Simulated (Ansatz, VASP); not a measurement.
## One calculation of ZrF, two programs

```
CELL_PARAMETERS angstrom
1.35433 -3.07273 0.00000
1.35433 3.07273 0.00000
0.00000 0.00000 3.90943
ATOMIC_POSITIONS crystal
Zr 0.50000 0.50000 0.50000
F 0.00000 0.00000 0.00000
```

Change from the starting cell: species swapped into the MoW type (Cmmm, No. 65).

Alike in both runs: functional PBE; k mesh 8 × 8 × 4; occupations gaussian, width 0.1 eV; no spin polarisation.

Ansatz relaxed the structure, and its values are those at the end. VASP's run is a single point on that final structure, the one shown.

|  | VASP | Ansatz |
| --- | --- | --- |
| version | VASP 6.6.1 | Ansatz 0.2.0 |
| potentials or method | VASP PAW PBE potentials, release 64 (Zr_sv, F) | scalar-relativistic, plane waves, PAW |
| plane-wave cutoff (eV) | 520 | 420 |
| valence electrons in the cell | 19 | 19 |

```tsv
	VASP	Ansatz	Ansatz less VASP
gap on the k mesh at the Fermi level (eV)	none	none	-
pressure (GPa)	0.1	0.1	0.00
```

A gap of «none» marks a metal or a gap that the smearing closes.

Caveats: the k mesh is coarse (spacing up to 0.40 Å⁻¹), so the values aren't converged; an odd number of electrons without spin polarisation forces a metal; a magnetic or distorted state may lie lower.
